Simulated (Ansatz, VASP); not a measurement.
**HfTeSe in two plane-wave programs**

One calculation is typed for both programs; each brings its own data sets. How far apart do they land? The cell is taken from a series of runs on this material, whose earlier steps may have relaxed, scaled, displaced or heated it; both programs get it as it stands.

Calculated with Ansatz 0.2.0; plane waves, with VASP 6.6.1 beside it; PBEsol.

### 1. Set-up

The cell holds 3 atoms: 1 Hf, 1 Se and 1 Te. Cell: a = 3.717 Å, b = 3.774 Å, c = 30.000 Å, α = 90.0°, β = 90.0°, γ = 119.5°. Vacuum lies along c.

As a file:

```xyz
3
Lattice="3.7168 0.0000 0.0000 -1.8584 3.2846 0.0000 0.0000 0.0000 30.0000" Properties=species:S:1:pos:R:3
Hf    0.0000    0.0016   10.0939
Se    0.0000    2.1762   11.5951
Te    1.8584    1.1068    8.2110
```

### 2. VASP: zone-centre phonons, PBEsol

Second derivatives magnify differences that forces hide, and they need a tight electronic threshold.

Lines of VASP's logs that name or quote its potential files are left out, and so is its time.

Contents of INCAR:

```
SYSTEM = HfTeSe
PREC = Accurate
ENCUT = 500
EDIFF = 1E-08
NELM = 120
ISMEAR = 1
SIGMA = 0.2
LREAL = .FALSE.
ALGO = Normal
GGA = PS
NBANDS = 17
LASPH = .TRUE.
LORBIT = 11
LWAVE = .FALSE.
LCHARG = .FALSE.
ISIF = 2
IBRION = 8
GGA_COMPAT = .FALSE.
NELMDL = -8
KPAR = 2
```

Contents of POSCAR:

```
HfTeSe
1.0
    3.7168412797      0.0000000000      0.0000000000
   -1.8584206399      3.2845703776      0.0000000000
    0.0000000000      0.0000000000     30.0000000000
Hf Se Te
1 1 1
Direct
    0.0002384829      0.0004769659      0.3364619337
    0.3312722896      0.6625445794      0.3865048938
    0.6684892274      0.3369784548      0.2736998391
```

Contents of KPOINTS:

```
Automatic mesh
0
Gamma
12 12 1
0 0 0
```

The projector-augmented-wave data sets are Hf_pv, Se and Te (PBE family, release 64).

Run with:

```
> mpirun -np 2 vasp_std
```

Numbers of over 12 decimals in the logs are rounded to 6 here.

Log:

```text
[banner, memory and clock lines left out]
running    2 mpi-ranks, on    1 nodes
 distrk:  each k-point on    1 cores,    2 groups
 distr:  one band on    1 cores,    1 groups

 POSCAR found type information on POSCAR HfSeTe
 POSCAR found :  3 types and       3 ions
|                                                                             |
|               ----> ADVICE to this user running VASP <----                  |
|                                                                             |
|     You enforced a specific xc type in the INCAR file but a different       |
|     [... a line on the potential file left out ...]
|     I HOPE YOU KNOW WHAT YOU ARE DOING!                                     |
|                                                                             |

 LDA part: xc-table for (Slater+PW92), standard interpolation
 POSCAR, INCAR and KPOINTS ok, starting setup
 FFT: planning ... GRIDC
 FFT: planning ... GRID_SOFT
 FFT: planning ... GRID
 WAVECAR not read
 entering main loop
       N       E                     dE             d eps       ncg     rms          rms(c)
DAV:   1     0.102517653072E+03    0.10252E+03   -0.86801E+03  1806   0.870E+02
DAV:   2    -0.104073572542E+02   -0.11293E+03   -0.11029E+03  1964   0.158E+02
DAV:   3    -0.218319086468E+02   -0.11425E+02   -0.11388E+02  2129   0.499E+01
DAV:   4    -0.220530542072E+02   -0.22115E+00   -0.22053E+00  2378   0.814E+00
DAV:   5    -0.220548175411E+02   -0.17633E-02   -0.17627E-02  2139   0.662E-01
DAV:   6    -0.220548806037E+02   -0.63063E-04   -0.63058E-04  2404   0.952E-02
DAV:   7    -0.220548812001E+02   -0.59637E-06   -0.59669E-06  2131   0.947E-03
DAV:   8    -0.220548812193E+02   -0.19236E-07   -0.19179E-07  2412   0.136E-03    0.472E+01
DAV:   9    -0.211355694980E+02    0.91931E+00   -0.28933E+00  1643   0.760E+00    0.329E+01
DAV:  10    -0.210896040266E+02    0.45965E-01   -0.19436E+00  1961   0.695E+00    0.891E+00
DAV:  11    -0.209994734386E+02    0.90131E-01   -0.53243E-01  1865   0.349E+00    0.127E+00
DAV:  12    -0.209970074038E+02    0.24660E-02   -0.41782E-02  1893   0.103E+00    0.946E-01
DAV:  13    -0.209961783031E+02    0.82910E-03   -0.49972E-03  1961   0.374E-01    0.155E-01
DAV:  14    -0.209960908231E+02    0.87480E-04   -0.40473E-04  2080   0.101E-01    0.658E-02
[...]
DAV:  24    -0.209968462078E+02   -0.67113E-05   -0.18403E-07  1813   0.998E-04    0.212E-04
DAV:  25    -0.209968491985E+02   -0.29907E-05   -0.48292E-08  1845   0.492E-04    0.131E-04
DAV:  26    -0.209968510054E+02   -0.18069E-05   -0.29427E-08  1638   0.391E-04    0.712E-05
DAV:  27    -0.209968514996E+02   -0.49417E-06   -0.47268E-09  1717   0.185E-04    0.846E-05
DAV:  28    -0.209968515909E+02   -0.91358E-07    0.31303E-10  1565   0.647E-05    0.410E-05
DAV:  29    -0.209968516146E+02   -0.23710E-07    0.72448E-10  1411   0.247E-05    0.995E-06
DAV:  30    -0.209968516318E+02   -0.17129E-07    0.71137E-10  1385   0.239E-05    0.526E-06
DAV:  31    -0.209968516349E+02   -0.31132E-08    0.76955E-10  1231   0.974E-06
   1 F= -.20996852E+02 E0= -.20995841E+02  d E =-.303283E-02
 Linear response reoptimize wavefunctions to high precision
DAV:   1    -0.209968516362E+02   -0.13060E-08    0.77023E-10  1412   0.543E-06
DAV:   2    -0.209968516361E+02    0.59117E-10    0.76943E-10   919   0.174E-06
 Linear response DOF=           9
 Linear response progress:
  Degree of freedom:   1/  9
       N       E                     dE             d eps       ncg     rms          rms(c)
RMM:   1    -0.214678910607E+00   -0.21468E+00    0.44899E+00  2707   0.131E+01
RMM:   2    -0.222235741294E+00   -0.75568E-02   -0.39919E-02  3835   0.126E+00    0.507E-01
RMM:   3    -0.221862620313E+00    0.37312E-03   -0.20511E-03  5471   0.213E-01    0.174E-01
RMM:   4    -0.221538159321E+00    0.32446E-03   -0.19103E-04  5476   0.688E-02    0.133E-01
RMM:   5    -0.221182659041E+00    0.35550E-03   -0.43503E-05  5216   0.419E-02    0.103E-02
RMM:   6    -0.221156828155E+00    0.25831E-04   -0.41005E-06  5903   0.117E-02    0.559E-03
[...]
RMM:  18    -0.270710003103E+00    0.11131E-07    0.75886E-08  3090   0.598E-05    0.204E-05
RMM:  19    -0.270710007002E+00   -0.38987E-08    0.23146E-08  3272   0.394E-05    0.777E-06
 first order change of Fermi-energy   0.15582E+01
 force on displaced ion       1 direction 3 :  -0.000   0.372 -15.320
 Linear response progress:
  Degree of freedom:   4/  9
       N       E                     dE             d eps       ncg     rms          rms(c)
RMM:   1    -0.788793086535E-01   -0.78879E-01    0.86095E-02  6256   0.141E+00
RMM:   2    -0.794719418802E-01   -0.59263E-03   -0.27419E-03  4535   0.249E-01    0.378E-01
RMM:   3    -0.796745331137E-01   -0.20259E-03   -0.37672E-04  4552   0.912E-02    0.242E-01
RMM:   4    -0.801654534736E-01   -0.49092E-03   -0.23689E-04  4337   0.746E-02    0.300E-02
RMM:   5    -0.800184860788E-01    0.14697E-03   -0.21971E-05  4392   0.223E-02    0.170E-02
RMM:   6    -0.800057023754E-01    0.12784E-04   -0.30762E-06  4886   0.761E-03    0.637E-03
RMM:   7    -0.800196775391E-01   -0.13975E-04   -0.53457E-07  4483   0.334E-03    0.250E-03
RMM:   8    -0.800165898206E-01    0.30877E-05   -0.56164E-08  4939   0.996E-04    0.188E-03
RMM:   9    -0.800164236077E-01    0.16621E-06    0.14600E-10  4894   0.287E-04    0.100E-03
[...]
Degree of freedom:   6/  9
       N       E                     dE             d eps       ncg     rms          rms(c)
RMM:   1    -0.117177486928E+00   -0.11718E+00    0.94859E-02  3598   0.140E+00
RMM:   2    -0.117042240723E+00    0.13525E-03   -0.22700E-03  2638   0.219E-01    0.422E-01
RMM:   3    -0.116908796622E+00    0.13344E-03   -0.46273E-04  2642   0.941E-02    0.265E-01
RMM:   4    -0.117021762893E+00   -0.11297E-03   -0.14344E-04  2662   0.492E-02    0.189E-02
RMM:   5    -0.116984044963E+00    0.37718E-04   -0.78463E-06  2589   0.120E-02    0.127E-02
RMM:   6    -0.116960497941E+00    0.23547E-04   -0.15164E-06  2599   0.508E-03    0.660E-03
RMM:   7    -0.116953693490E+00    0.68045E-05   -0.33260E-07  2723   0.245E-03    0.148E-03
RMM:   8    -0.116960778070E+00   -0.70846E-05   -0.95010E-08  2555   0.118E-03    0.121E-03
RMM:   9    -0.116961026066E+00   -0.24800E-06   -0.43267E-08  2714   0.662E-04    0.746E-04
RMM:  10    -0.116959568545E+00    0.14575E-05   -0.58002E-09  2402   0.313E-04    0.193E-04
RMM:  11    -0.116959522942E+00    0.45603E-07   -0.39711E-09  2770   0.173E-04    0.122E-04
RMM:  12    -0.116959756412E+00   -0.23347E-06   -0.38214E-09  2794   0.112E-04    0.961E-05
RMM:  13    -0.116959898825E+00   -0.14241E-06   -0.89127E-09  2886   0.154E-04    0.864E-05
RMM:  14    -0.116959887032E+00    0.11793E-07    0.94224E-10  2833   0.586E-05    0.466E-05
RMM:  15    -0.116959984830E+00   -0.97798E-07   -0.13616E-09  2861   0.521E-05    0.249E-05
RMM:  16    -0.116960056403E+00   -0.71573E-07    0.18548E-11  2788   0.234E-05    0.155E-05
RMM:  17    -0.116960096106E+00   -0.39704E-07    0.63622E-09  2801   0.265E-05    0.106E-05
RMM:  18    -0.116960092686E+00    0.34203E-08    0.67880E-09  2699   0.155E-05    0.880E-06
 first order change of Fermi-energy  -0.81806E+00
 force on displaced ion       2 direction 3 :  -0.000   0.170  -8.802
 Linear response progress:
  Degree of freedom:   7/  9
       N       E                     dE             d eps       ncg     rms          rms(c)
RMM:   1    -0.406690267768E-01   -0.40669E-01    0.31997E-02  6177   0.903E-01
RMM:   2    -0.415625997988E-01   -0.89357E-03   -0.16448E-03  4705   0.197E-01    0.243E-01
RMM:   3    -0.416517647437E-01   -0.89165E-04   -0.18850E-04  4453   0.686E-02    0.152E-01
RMM:   4    -0.418423590761E-01   -0.19059E-03   -0.72967E-05  4379   0.447E-02    0.992E-03
RMM:   5    -0.418170939388E-01    0.25265E-04   -0.46602E-06  4627   0.114E-02    0.615E-03
RMM:   6    -0.418032973121E-01    0.13797E-04   -0.84481E-07  4635   0.480E-03    0.219E-03
RMM:   7    -0.418045731406E-01   -0.12758E-05   -0.65272E-08  4784   0.141E-03    0.156E-03
RMM:   8    -0.418029240915E-01    0.16490E-05   -0.47997E-09  4582   0.550E-04    0.571E-04
RMM:   9    -0.418032089304E-01   -0.28484E-06   -0.77793E-10  4890   0.195E-04    0.301E-04
RMM:  10    -0.418032497126E-01   -0.40782E-07    0.44454E-09  4858   0.780E-05    0.912E-05
RMM:  11    -0.418032335370E-01    0.16176E-07    0.11583E-08  5049   0.254E-05    0.184E-05
RMM:  12    -0.418032176472E-01    0.15890E-07    0.49789E-09  4913   0.115E-05    0.119E-05
RMM:  13    -0.418032107223E-01    0.69250E-08   -0.16503E-09  4518   0.853E-06    0.111E-06
 first order change of Fermi-energy  -0.73893E-03
 force on displaced ion       3 direction 1 :  -2.784  -0.000   0.001
 Linear response progress:
  Degree of freedom:   8/  9
       N       E                     dE             d eps       ncg     rms          rms(c)
RMM:   1    -0.411250381737E-01   -0.41125E-01    0.34196E-02  3578   0.907E-01
RMM:   2    -0.420718840421E-01   -0.94685E-03   -0.16903E-03  2724   0.198E-01    0.247E-01
RMM:   3    -0.421632540847E-01   -0.91370E-04   -0.18513E-04  2578   0.685E-02    0.154E-01
RMM:   4    -0.423580179543E-01   -0.19476E-03   -0.73554E-05  2521   0.452E-02    0.102E-02
RMM:   5    -0.423320496764E-01    0.25968E-04   -0.44841E-06  2677   0.115E-02    0.613E-03
RMM:   6    -0.423188291714E-01    0.13221E-04   -0.77627E-07  2668   0.470E-03    0.234E-03
RMM:   7    -0.423188787828E-01   -0.49611E-07   -0.56273E-08  2797   0.123E-03    0.163E-03
RMM:   8    -0.423183159149E-01    0.56287E-06    0.33253E-09  2712   0.568E-04    0.705E-04
RMM:   9    -0.423179224724E-01    0.39344E-06   -0.12185E-08  2752   0.204E-04    0.195E-04
RMM:  10    -0.423182005942E-01   -0.27812E-06   -0.13027E-09  2786   0.987E-05    0.128E-04
RMM:  11    -0.423181481462E-01    0.52448E-07    0.83830E-09  2818   0.401E-05    0.171E-05
RMM:  12    -0.423181522825E-01   -0.41364E-08    0.10542E-08  2778   0.179E-05    0.160E-05
 first order change of Fermi-energy  -0.46315E-01
 force on displaced ion       3 direction 2 :   0.000  -2.866   0.164
 Linear response progress:
  Degree of freedom:   9/  9
       N       E                     dE             d eps       ncg     rms          rms(c)
RMM:   1    -0.805489774284E-01   -0.80549E-01    0.60571E-02  3514   0.982E-01
RMM:   2    -0.808764822143E-01   -0.32750E-03   -0.25106E-03  2772   0.243E-01    0.517E-01
RMM:   3    -0.807986998473E-01    0.77782E-04   -0.29593E-04  2520   0.864E-02    0.305E-01
RMM:   4    -0.808879995649E-01   -0.89300E-04   -0.10214E-04  2495   0.453E-02    0.537E-02
RMM:   5    -0.808662964651E-01    0.21703E-04   -0.17515E-05  2481   0.197E-02    0.132E-02
RMM:   6    -0.808580878375E-01    0.82086E-05   -0.15901E-06  2644   0.629E-03    0.811E-03
RMM:   7    -0.808499710627E-01    0.81168E-05   -0.58247E-07  2726   0.323E-03    0.262E-03
RMM:   8    -0.808544191387E-01   -0.44481E-05   -0.60690E-08  2620   0.129E-03    0.213E-03
RMM:   9    -0.808556388438E-01   -0.12197E-05   -0.79969E-09  2816   0.456E-04    0.138E-03
RMM:  10    -0.808562242602E-01   -0.58542E-06   -0.14431E-08  2619   0.313E-04    0.429E-04
RMM:  11    -0.808575639088E-01   -0.13396E-05   -0.11436E-08  2584   0.230E-04    0.161E-04
RMM:  12    -0.808581667942E-01   -0.60289E-06   -0.13108E-08  2786   0.197E-04    0.193E-04
RMM:  13    -0.808588859752E-01   -0.71918E-06   -0.17019E-08  2840   0.234E-04    0.422E-05
RMM:  14    -0.808590216046E-01   -0.13563E-06   -0.10806E-09  2889   0.775E-05    0.351E-05
RMM:  15    -0.808590910586E-01   -0.69454E-07   -0.72426E-10  2865   0.573E-05    0.136E-05
RMM:  16    -0.808590519760E-01    0.39083E-07   -0.88596E-10  2913   0.455E-05    0.365E-05
RMM:  17    -0.808590493297E-01    0.26463E-08   -0.16053E-08  2768   0.250E-05    0.133E-05
 first order change of Fermi-energy  -0.73996E+00
 force on displaced ion       3 direction 3 :  -0.000   0.155  -8.860
 Linear response finished
```

Parts of OUTCAR (step 2):

```text
ion  position               nearest neighbor table
   1  0.000  0.000  0.336-   2 2.63   2 2.63   2 2.64   3 2.87   3 2.87   3 2.88
   2  0.331  0.663  0.387-   1 2.63   1 2.63   1 2.64
   3  0.668  0.337  0.274-   1 2.87   1 2.87   1 2.88

  LATTYP: Found a base centered orthorhombic cell.
 ALAT       =     3.7168412797
 B/A-ratio  =     1.7673987832
 C/A-ratio  =     8.0713696772

 Subroutine GETGRP returns: Found  2 space group operations
 (whereof  2 operations were pure point group operations)

The static configuration has the point symmetry C_1h.

 Found     43 irreducible k-points:

   k-points           NKPTS =     43   k-points in BZ     NKDIM =     43   number of bands    NBANDS=     17

   dimension x,y,z NGX =    28 NGY =   28 NGZ =  224
   dimension x,y,z NGXF=    56 NGYF=   56 NGZF=  448

   ENCUT  =  500.0 eV  36.75 Ry    6.06 a.u.   6.78  6.88 54.70*2*pi/ulx,y,z

   NELECT =      22.0000    total number of electrons

 k-points in reciprocal lattice and weights: Automatic mesh
   0.00000000  0.00000000  0.00000000       0.007
   0.08333333  0.00000000  0.00000000       0.028
   0.16666667  0.00000000  0.00000000       0.028
   0.25000000  0.00000000  0.00000000       0.028
   0.33333333  0.00000000  0.00000000       0.028
   0.41666667 -0.00000000  0.00000000       0.028
   0.50000000  0.00000000  0.00000000       0.014
   0.00000000  0.08333333  0.00000000       0.014
   0.08333333  0.08333333  0.00000000       0.028
[...]
0.16666667  0.41666667  0.00000000       0.014
   0.00000000  0.50000000  0.00000000       0.007

 average (electrostatic) potential at core
       1 -45.5822       2 -60.8018       3 -96.4315

  Total        0.7151433      0.0434281     -0.0643218     -0.0000000      0.0007927     -0.0000000
  in kB        3.1284545      0.1899800     -0.2813812     -0.0000000      0.0034676     -0.0000000
  external PRESSURE =       1.0123511 kB  Pullay stress =       0.0000000 kB

  energy-cutoff  :      500.00
  volume of cell :      366.25
      direct lattice vectors                 reciprocal lattice vectors
     3.716841280  0.000000000  0.000000000     0.269045656  0.152226910  0.000000000
    -1.858420640  3.284570378  0.000000000     0.000000000  0.304453820  0.000000000
     0.000000000  0.000000000 30.000000000     0.000000000  0.000000000  0.033333333

 POSITION                                       TOTAL-FORCE (eV/Angst)
 -----------------------------------------------------------------------------------
     -0.00000      0.00157     10.09386        -0.000000      0.000379      0.016694
     -0.00000      2.17617     11.59515        -0.000000      0.000151     -0.026198
      1.85842      1.10683      8.21100         0.000000     -0.000530      0.009504
 -----------------------------------------------------------------------------------
    total drift:                                0.000000     -0.000308      0.000135

 Eigenvectors and eigenvalues of the dynamical matrix
 ----------------------------------------------------

   1 f  =    6.459229 THz    40.584531 2PiTHz  215.456676 cm-1    26.713211 meV
             X         Y         Z           dx          dy          dz
     -0.000000  0.001567 10.093858    -0.000000    0.024905   -0.677934
     -0.000000  2.176174 11.595147     0.000000   -0.029413    0.685567
      1.858421  1.106829  8.210995     0.000000   -0.006061    0.262451

   2 f  =    4.849440 THz    30.469927 2PiTHz  161.759891 cm-1    20.055661 meV
             X         Y         Z           dx          dy          dz
     -0.000000  0.001567 10.093858    -0.000000   -0.007721    0.275993
     -0.000000  2.176174 11.595147     0.000000   -0.014260    0.569118
      1.858421  1.106829  8.210995    -0.000000    0.020654   -0.774108

   3 f  =    4.323622 THz    27.166120 2PiTHz  144.220513 cm-1    17.881057 meV
             X         Y         Z           dx          dy          dz
     -0.000000  0.001567 10.093858     0.000000   -0.439223   -0.020763
     -0.000000  2.176174 11.595147    -0.000000    0.880714    0.031851
      1.858421  1.106829  8.210995     0.000000   -0.173147   -0.000448

   4 f  =    4.292534 THz    26.970786 2PiTHz  143.183519 cm-1    17.752486 meV
             X         Y         Z           dx          dy          dz
     -0.000000  0.001567 10.093858    -0.425586   -0.000000   -0.000000
     -0.000000  2.176174 11.595147     0.884051    0.000000    0.000000
      1.858421  1.106829  8.210995    -0.193213   -0.000000    0.000000

   5 f  =    2.775493 THz    17.438937 2PiTHz   92.580482 cm-1    11.478512 meV
             X         Y         Z           dx          dy          dz
     -0.000000  0.001567 10.093858     0.000000   -0.585407   -0.016698
     -0.000000  2.176174 11.595147     0.000000   -0.135182   -0.002381
      1.858421  1.106829  8.210995    -0.000000    0.798911    0.021941

   6 f  =    2.714539 THz    17.055951 2PiTHz   90.547272 cm-1    11.226426 meV
             X         Y         Z           dx          dy          dz
     -0.000000  0.001567 10.093858    -0.597165   -0.000000   -0.000000
     -0.000000  2.176174 11.595147    -0.113950   -0.000000   -0.000000
      1.858421  1.106829  8.210995     0.793983    0.000000    0.000000

   7 f/i=    0.000566 THz     0.003556 2PiTHz    0.018876 cm-1     0.002340 meV
             X         Y         Z           dx          dy          dz
     -0.000000  0.001567 10.093858    -0.000000   -0.015188    0.680652
     -0.000000  2.176174 11.595147    -0.000000   -0.010181    0.452750
      1.858421  1.106829  8.210995    -0.000000   -0.013082    0.575522

   8 f/i=    0.001398 THz     0.008783 2PiTHz    0.046627 cm-1     0.005781 meV
             X         Y         Z           dx          dy          dz
     -0.000000  0.001567 10.093858    -0.000000   -0.680787   -0.015363
     -0.000000  2.176174 11.595147    -0.000000   -0.452655   -0.009977
      1.858421  1.106829  8.210995    -0.000000   -0.575436   -0.013037

   9 f/i=    0.004109 THz     0.025819 2PiTHz    0.137071 cm-1     0.016995 meV
             X         Y         Z           dx          dy          dz
     -0.000000  0.001567 10.093858     0.679905   -0.000000    0.000000
     -0.000000  2.176174 11.595147     0.453288   -0.000000    0.000000
      1.858421  1.106829  8.210995     0.576419   -0.000000    0.000000

 ELASTIC MODULI CONTR FROM IONIC RELAXATION (kBar)
 Direction    XX          YY          ZZ          XY          YZ          ZX
 --------------------------------------------------------------------------------
 XX         -95.6489    -60.0280   -137.8675      0.0000     52.0838     -0.0000
 YY         -60.0280    -99.3585   -143.4723      0.0000    -45.4636      0.0000
 ZZ        -137.8675   -143.4723   -254.1720      0.0000      3.6693     -0.0000
 XY           0.0000      0.0000      0.0000    -23.6685      0.0000     52.0035
 YZ          52.0838    -45.4636      3.6693      0.0000   -133.0355      0.0000
 ZX          -0.0000      0.0000     -0.0000     52.0035      0.0000   -117.2895
 --------------------------------------------------------------------------------
```

[end of part 1 of 2]

[Lines on the potential files, build, host, timing and source positions are cut from VASP's logs without a mark.]

[Logs are printed without paths, hosts, clocks, repeated set-up lines and the standing remarks that a program may print on its own settings, such as how far it seeks lower states.]

[Hosts, paths, dates, database ids (printed as entryN), source tags and the programs' standing remarks are cut or masked in the printed files.]
